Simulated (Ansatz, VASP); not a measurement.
# Cross-check of Ta between VASP and Ansatz, part 2 of 2

One calculation is typed for both programs; each brings its own data sets. How far apart do they land? The structure shown is the start of the Ansatz relaxation below; VASP solves that cell, so the two are compared at the walk's first step.

VASP 6.6.1 and Ansatz 0.2.0.

So far. Step 3 (VASP: single point, PBE, start cell, pair 1): The run ends at a pressure of -0.98 GPa, with forces up to 0.43 eV/Å.

## (5) Ansatz: relaxation, PBE

Level of this step: Ansatz beside VASP: Kohn-Sham DFT, plane waves, PBE (Ansatz).

The two programs are compared at the cell with which this relaxation starts, whose forces are those of its first step.

The structure compared here is the start of the Ansatz relaxation; VASP solves that cell, so the two are compared at the walk's first step.

The input, input.yaml:

```yaml
crystal:
  lattice:
    - [1.6340702695, 2.3142474281, 0.0]
    - [-1.6340702695, 2.3142474281, 0.0]
    - [0.0, 0.0, 42.4675810856]
  atoms:
    - { symbol: Ta, position: [0.0, 0.0, 0.1530466391] }
    - { symbol: Ta, position: [0.5, 0.5, 0.2070081793] }
    - { symbol: Ta, position: [0.0, 0.0, 0.2629512846] }
    - { symbol: Ta, position: [0.5, 0.5, 0.3188943899] }
    - { symbol: Ta, position: [0.0, 0.0, 0.3728559301] }
  periodic: [true, true, false]
kpoints:
  mp_grid: { grid: [16, 16, 1] }
hamiltonian:
  xc: pbe
scf:
  occupations: { method: methfessel_paxton, width: 0.2 }
output:
  forces: true
  stress: true
  eigenvalues: true
  write_density: true
  write_potential: true
  elf: true
  volumetric_format: npy
relax:
  adjacent_minimum: "off"
  f_tol: 0.001
  max_steps: 60
  cell: { stress_2d_tol: 0.002 }
```

On the command line:

```console
$ ansatz run input.yaml --threads 8 --pin off --max-ram 14336MiB --backend cpu --events-out ev --progress --plain --runs-dir out
```

Numbers of over 12 decimals in the logs are rounded to 6 here.

Log:

```text
[...]
Crystal: 5 atoms, lattice volume = 321.194 Å³
Basis set: ecut = 420 eV, 6319 PW (Γ), exchange–correlation on 40×40×576 points (8 copies of the dense FFT grid, shifted against one another)
Bands: 39, of which v1, the nominal top of the filled ones, is band 33 counted from 1 (32 counted from 0)
Symmetry: 8 space group operations
[...]
k-points: 73 of 256
[...]
--- Relaxed structure (6 steps of the walk, 6 accepted, 2 SCFs on fresh bases) ---
[...]
cell:  # Å, volume = 322.7350 Å³
    - [1.642250, 2.313765, 0.0]
    - [-1.642250, 2.313765, 0.0]
    - [0.0, 0.0, 42.4675810856]
  atoms:
    - { symbol: Ta, position: [0, 0, 0.153616] }
    - { symbol: Ta, position: [0.5, 0.5, 0.207228] }
    - { symbol: Ta, position: [0, 0, 0.262951] }
    - { symbol: Ta, position: [0.5, 0.5, 0.318675] }
    - { symbol: Ta, position: [0, 0, 0.372286] }
[key lines of the parts left out:]
SCF converged after 11 iterations
Free energy (F): -49658.967052 eV
Fermi energy:    -4.781450 eV
P = ½ c Tr σ = -0.0000 N/m
```

## (6) VASP: single point, PBE, start cell, pair 2

The same cell, functional, mesh and smearing now go to VASP, with its own data sets.

The input, INCAR:

```
SYSTEM = Ta
PREC = Accurate
ENCUT = 400
EDIFF = 1E-06
NELM = 120
ISMEAR = 1
SIGMA = 0.2
LREAL = .FALSE.
ALGO = Normal
GGA = PE
NBANDS = 34
LASPH = .TRUE.
LORBIT = 11
LWAVE = .FALSE.
LCHARG = .FALSE.
ISIF = 2
LDIPOL = .TRUE.
IDIPOL = 3
DIPOL = 0.5 0.5 0.263
LVHAR = .TRUE.
GGA_COMPAT = .FALSE.
NELMDL = -8
KPAR = 2
```

The input, POSCAR:

```
Ta
1.0
    1.6340700000      2.3142470000      0.0000000000
   -1.6340700000      2.3142470000      0.0000000000
    0.0000000000      0.0000000000     42.4675810000
Ta
5
Direct
    0.0000000000      0.0000000000      0.1530466499
    0.5000000000      0.5000000000      0.2070081882
    0.0000000000      0.0000000000      0.2629512851
    0.5000000000      0.5000000000      0.3188943820
    0.0000000000      0.0000000000      0.3728559204
```

The input, KPOINTS:

```
Automatic mesh
0
Gamma
16 16 1
0 0 0
```

The projector-augmented-wave data sets are Ta_pv (PBE family, release 64).

On the command line:

```console
$ mpirun -np 2 vasp_std
```

Log:

```text
[... set-up lines as in an earlier step ...]
 entering main loop
       N       E                     dE             d eps       ncg     rms          rms(c)
DAV:   1     0.367384662448E+03    0.36738E+03   -0.28013E+04  6812   0.110E+03
DAV:   2    -0.420388721653E+02   -0.40942E+03   -0.40372E+03  5988   0.319E+02
DAV:   3    -0.604524082335E+02   -0.18414E+02   -0.18008E+02  6308   0.601E+01
DAV:   4    -0.612820537464E+02   -0.82965E+00   -0.81210E+00  7320   0.989E+00
[...]
DAV:  30    -0.567846268110E+02   -0.19204E-05   -0.65041E-08  2864   0.879E-04    0.239E-04
DAV:  31    -0.567846281559E+02   -0.13449E-05   -0.36860E-08  2846   0.895E-04    0.226E-04
DAV:  32    -0.567846285545E+02   -0.39860E-06   -0.12597E-08  2794   0.448E-04
   1 F= -.56784629E+02 E0= -.56782075E+02  d E =-.766032E-02
```

OUTCAR, selected parts (step 6):

```text
  Total        0.2648557      0.1123738     -0.2281392      0.0000000      0.0000000      0.0000000
  in kB        1.3211495      0.5605414     -1.1380007      0.0000000      0.0000000      0.0000000
  external PRESSURE =       0.2478967 kB  Pullay stress =       0.0000000 kB

 POSITION                                       TOTAL-FORCE (eV/Angst)
 -----------------------------------------------------------------------------------
      0.00000      0.00000      6.49952         0.000000     -0.000000      0.023111
      0.00000      2.31425      8.79114         0.000000     -0.000000     -0.008953
      0.00000      0.00000     11.16690         0.000000     -0.000000      0.000000
      0.00000      2.31425     13.54267         0.000000      0.000000      0.008953
      0.00000      0.00000     15.83429         0.000000      0.000000     -0.023111
 -----------------------------------------------------------------------------------
    total drift:                               -0.000000     -0.000000      0.000029

  FREE ENERGIE OF THE ION-ELECTRON SYSTEM (eV)
  ---------------------------------------------------
  free  energy   TOTEN  =       -56.7846285545 eV

  energy  without entropy=      -56.7769682325  energy(sigma->0) =      -56.78207511

[... 3 further parts left out ...]
[key lines of the parts left out:]
E-fermi :  -1.8177
```

The run ends at a pressure of 0.02 GPa, with forces up to 0.023 eV/Å.

## (7) Side by side

What differs besides the data sets and the points named for the pairs above, as far as they apply: the data sets hold 65 valence electrons in Ansatz (on its default PAW (the set named soft_2) files) and 55 in VASP. Total energies have different zeros and are not compared.

At this near-relaxed geometry the largest component of a force difference is 5 meV/Å. With vacuum in the cell, a pressure given here is an average over mostly empty space and none of the material.

## (8) Results

```
r.m.s. force difference (single point, PBE, start cell, pair 1) : 2.6 meV/Å
r.m.s. force difference (single point, PBE, start cell, pair 2) : 2.3 meV/Å
```

In words: The r.m.s. force difference is 2.6 meV/Å (single point, PBE, start cell, pair 1), within the 12 meV/Å picked in this series as the mark of a large difference. The data sets hold unlike numbers of valence electrons (65 in Ansatz and 55 in VASP), so part of the differences comes from the potentials. 2 further runs of this series are not shown here. Such differences can come from data sets, numerical settings and the points named under the comparisons, not from the functional's error against experiment.

[Lines on the potential files, build, host, timing and source positions are cut from VASP's logs without a mark.]

[Logs are printed without paths, hosts, clocks, repeated set-up lines and the standing remarks that a program may print on its own settings, such as how far it seeks lower states.]

[Hosts, paths, dates, database ids (printed as entryN), source tags and the programs' standing remarks are cut or masked in the printed files.]
